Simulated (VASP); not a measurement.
Input:

```
CELL_PARAMETERS angstrom
      3.48499     0.00000     0.00000
     -1.74250     3.01809     0.00000
      0.00000     0.00000     3.40118
ATOMIC_POSITIONS crystal
  Ta 0.00000 0.00000 0.00000
  Si 0.66667 0.33333 0.50000
```

All values below come from PBEsol GGA, VASP's PBE PAW potentials (set 64) (plane waves; VASP). Settings: 400 eV cut-off, 11×11×10 Γ-centred mesh, first-order Methfessel-Paxton smearing of 0.10 eV, potentials Ta_pv Si.

Energy and stress use the plane-wave basis of the starting cell.

Problem. The ions, cell shape and volume are relaxed. Predict the relaxed structure.

Solution. 
```
CELL_PARAMETERS angstrom
      3.00280     0.00000     0.00000
     -1.50140     2.60050     0.00000
      0.00000     0.00000     4.00708
ATOMIC_POSITIONS crystal
  Ta 0.00000 0.00000 0.00000
  Si 0.66667 0.33333 0.50000
```
Space group P-6m2 (187), at a tolerance of 0.03 Å.

Problem. How do energy and volume change from the first to the last step?

Solution. The energy (σ→0) changes by -271.5 meV/atom and the volume by -12.5 %, in 11 ionic steps.

```
step  E(σ→0) (eV)  max force (eV/Å)  pressure (GPa)  volume (Å³)
----  -----------  ----------------  --------------  -----------
1        -18.4354             0.000           -9.81        35.77
2        -18.4514             0.000           18.87        30.37
3        -18.5516             0.000            2.89        32.85
4        -18.7161             0.000            2.48        32.27
5        -18.9506             0.000            5.97        30.64
6        -18.9280             0.000            9.93        29.77
7        -18.9532             0.000            7.70        30.22
8        -18.7453             0.000          -16.77        34.39
9        -18.9767             0.000            0.09        31.21
10       -18.9769             0.000            0.64        31.13
11       -18.9785             0.000            0.05        31.29
```

The structure was generated: TaSi was put into the WC type (P-6m2), which need not be its known phase. This run relaxes it. Symmetry was kept, so distortions that lower it aren't found. The electron count is odd and the run is not spin-polarised, which forces a metal.
